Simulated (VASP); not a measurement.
These are PBE GGA with D3 dispersion (zero damping), VASP's PBE PAW potentials (set 64) (plane waves; VASP) values and carry that method's errors.

The input files of a VASP run:

### INCAR
```
ISIF = 2
ENCUT = 520
SIGMA = 0.05   ! width (eV)
LREAL = F   ! projection in real space or not
PREC = Accurate
SYSTEM = BAs
EDIFF = 1E-7   ! SCF stop (eV)
IVDW = 11   ! D3, zero damping
LWAVE = F
ALGO = Normal   ! blocked Davidson
ISMEAR = 0
LMAXMIX = 4   ! l cut-off of mixed one-centre charges
LCHARG = F
GGA = PE   ! PBE
NELM = 100   ! most electronic steps
LASPH = T
```

File POSCAR:
```
BAs
1
    0.0000000000     2.3705734229     2.3705734229
    2.3705734229     0.0000000000     2.3705734229
    2.3705734229     2.3705734229     0.0000000000
B As
1 1
Direct
  0.0000000000   0.0000000000   0.0000000000
  0.2500000000   0.2500000000   0.2500000000
```

File KPOINTS:
```
K-points
0
gamma
10 10 10
```

POTCAR, in this order: B As (PBE.64 set). Program: vasp_std.

What will the output report for the number of irreducible k-points (NKPTS), largest plane-wave count, number of space-group operations, FFT grid (NGX, NGY, NGZ)?

```json
{
 "number of irreducible k-points (NKPTS)": "47",
 "largest_plane_wave_count": "728",
 "number_of_space_group_operations": "24",
 "FFT grid (NGX, NGY, NGZ)": "28 × 28 × 28"
}
```

The compound is BAs in the zinc blende structure. This cell is one point of a volume scan, at 0.97 of the reference volume.
